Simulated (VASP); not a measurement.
Sn2Pb: single point with PBEsol

Sn2Pb:

```
Pb Sn
1.0
     0.00000    3.64325    3.64325
     3.64325    0.00000    3.64325
     3.64325    3.64325    0.00000
Pb Sn
1 2
Direct
  0.00000 0.00000 0.00000
  0.25000 0.25000 0.25000
  0.75000 0.75000 0.75000
```

The cell comes from a database or a generator and needn't be the stable form of this composition.

| Quantity | Value |
| --- | --- |
| Program | VASP 6.6.1 |
| Task | single point |
| Functional | PBEsol |
| Potentials or basis | VASP PAW PBE potentials, release 64 (Pb_d, Sn_d) |
| Cutoff | 520 eV |
| k mesh | 4 × 4 × 4 |
| Occupations | gaussian, width 0.05 eV |
| Spin | no spin polarisation |

The pressure is 1.5 GPa and the band gap on the k mesh is none (metal or under the smearing width).

Levels at points of the mesh, in eV from the Fermi level:
```
           k point  band 18  band 19  band 20  band 21  band 22  band 23  band 24  band 25
(0.00, 0.00, 0.00)    -3.92    -0.75    -0.75    -0.75    -0.50    -0.50    -0.50     3.05
(0.50, 0.00, 0.00)    -5.10    -1.98    -1.98    -0.34     0.00     0.00     3.05     4.59
(0.50, 0.50, 0.00)    -5.96    -3.48    -3.48    -1.11     3.63     3.63     3.99     4.61
```

It took 31 s on 1 thread of Intel(R) Xeon(R) Platinum 8259CL CPU @ 2.50GHz (Skylake/Cascade Lake), with other jobs on the host, peak memory 0.23 GiB.

Caveat: the k mesh is coarse (spacing up to 0.37 Å⁻¹), so the values aren't converged; the PAW data sets were made with another functional, which shifts forces and pressure a little. Spin-orbit coupling is left out, which matters for the levels of Pb.
